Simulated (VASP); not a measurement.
These are r2SCAN meta-GGA, VASP's PBE PAW potentials (set 64) (plane waves; VASP) values and carry that method's errors.

Input for VASP

**KPOINTS**
```
Automatic mesh
0
Gamma
7 7 7
0 0 0
```

**INCAR**
```
SYSTEM = CsH
PREC = Accurate
ENCUT = 400
EDIFF = 1E-6
NELM = 100
ALGO = Normal
LREAL = .FALSE.
LASPH = .TRUE.
ISMEAR = 0
SIGMA = 0.05
METAGGA = R2SCAN
LMIXTAU = .TRUE.
LMAXMIX = 4
LWAVE = .FALSE.
LCHARG = .FALSE.
IBRION = 2
ISIF = 3
NSW = 60
EDIFFG = -0.01
```

**POSCAR**
```
CsH
1
    0.0000000000     3.1912550000     3.1912550000
    3.1912550000     0.0000000000     3.1912550000
    3.1912550000     3.1912550000     0.0000000000
Cs H
1 1
Direct
  0.0000000000   0.0000000000   0.0000000000
  0.5000000000   0.5000000000   0.5000000000
```

POTCAR, in this order: Cs_sv H (PBE.64 set). Program: vasp_std.

Q: What does the run give for the energy per atom (σ→0), volume per atom?

A: 
```yaml
energy per atom (σ→0): -14.492 eV/atom
volume_per_atom: 32.32 Å³/atom
```

### OSZICAR
```
...
DAV:   1    -0.289839734005E+02   -0.23533E-03   -0.50635E-03   362   0.455E-01    0.611E-02
DAV:   2    -0.289838274318E+02    0.14597E-03   -0.22604E-04   360   0.110E-01    0.301E-02
DAV:   3    -0.289837750973E+02    0.52334E-04   -0.13795E-04   411   0.926E-02    0.660E-03
DAV:   4    -0.289837922625E+02   -0.17165E-04   -0.26634E-05   360   0.515E-02    0.551E-03
DAV:   5    -0.289837947208E+02   -0.24583E-05   -0.11718E-06   409   0.148E-02    0.226E-03
DAV:   6    -0.289837963420E+02   -0.16212E-05   -0.20998E-06   360   0.131E-02    0.840E-04
DAV:   7    -0.289837960175E+02    0.32448E-06   -0.12899E-06   360   0.120E-02
   3 F= -.28983796E+02 E0= -.28983796E+02  d E =-.190360E-03
```

The structure comes from a computed database's CsH entry (Fm-3m); how it stands against other phases isn't given here. This run relaxes it. Symmetry was kept, so distortions that lower it aren't found.
